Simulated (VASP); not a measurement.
Wanted: the native input for a VASP 6.6.1 run.

```
Task                               : single point
Functional                         : PBE0
Potentials or basis                : VASP PAW PBE potentials, release 64 (Zn, H, Si)
Cutoff                             : 520 eV
k mesh                             : 4 × 4 × 2
Occupations                        : fermi-dirac, width 0.013 eV
Spin                               : no spin polarisation
Dipole correction                  : no
Exchange at q = 0                  : truncated
Grid for exact exchange (PRECFOCK) : Fast
Further INCAR settings             : ALGO = Normal; EDIFF = 1e-06; NBANDS = 26
```

ZnSiH:

```
Zn H Si
1.0
     3.65815    0.00000    0.00000
    -1.82907    3.16805    0.00000
     0.00000    0.00000    5.90845
Zn H Si
2 2 2
Direct
  0.00000 0.00000 0.50000
  0.00000 0.00000 0.00000
  0.66670 0.33330 0.21580
  0.66660 0.33330 0.78420
  0.33330 0.66670 0.29700
  0.33340 0.66670 0.70300
```

The cell was built by a generator and needn't be a form met in nature.

These files were run (other wordings do the same):

POSCAR

```
ZnSiH
1.0
    3.6581490000      0.0000000000      0.0000000000
   -1.8290740000      3.1680510000      0.0000000000
    0.0000000000      0.0000000000      5.9084490000
Zn H Si
2 2 2
Direct
    0.0000000000      0.0000000000      0.5000000000
    0.0000000000      0.0000000000      0.0000000000
    0.6667000000      0.3333000000      0.2158000000
    0.6666000000      0.3333000000      0.7842000000
    0.3333000000      0.6667000000      0.2970000000
    0.3334000000      0.6667000000      0.7030000000
```

INCAR.step1

```
ALGO = Normal
EDIFF = 1E-5
ENCUT = 520
GGA = PE
ISIF = 2
ISMEAR = -1
LASPH = T
LREAL = F
LWAVE = T
NBANDS = 26
NELM = 100
PREC = Accurate
SIGMA = 0.013
```

INCAR.step2

```
AEXX = 0.25
ALGO = Normal
EDIFF = 1E-6
ENCUT = 520
GGA = PE
HFRCUT = -1
ISIF = 2
ISMEAR = -1
ISTART = 1
LASPH = T
LCHARG = T
LELF = T
LHFCALC = T
LREAL = F
LVHAR = T
LWAVE = F
NBANDS = 26
NELM = 100
PREC = Accurate
PRECFOCK = Fast
SIGMA = 0.013
```

KPOINTS

```
k-points
0
Gamma
  4 4 2
```

Potentials or basis: VASP PAW PBE potentials, release 64 (Zn, H, Si).

Run with:

```sh
$ cat potpaw_PBE.64/Zn/POTCAR potpaw_PBE.64/H/POTCAR potpaw_PBE.64/Si/POTCAR > POTCAR
$ cp INCAR.step1 INCAR
$ mpirun -np 1 vasp_std > vasp.out
$ cp INCAR.step2 INCAR
$ mpirun -np 1 vasp_std > vasp.out
```

It gave:

The pressure is 6.4 GPa. The largest force is 0.598 eV/Å and the band gap on the k mesh is none (metal or under the smearing width).

Caveat: the k mesh is coarse (spacing up to 0.53 Å⁻¹), so the values aren't converged, least of all with exact exchange; the PAW data sets were made with another functional, which shifts forces and pressure a little.

It took 8.3 min on 1 thread of Intel(R) Xeon(R) Platinum 8559C (Emerald Rapids), on a shared host, peak memory 0.2 GiB.
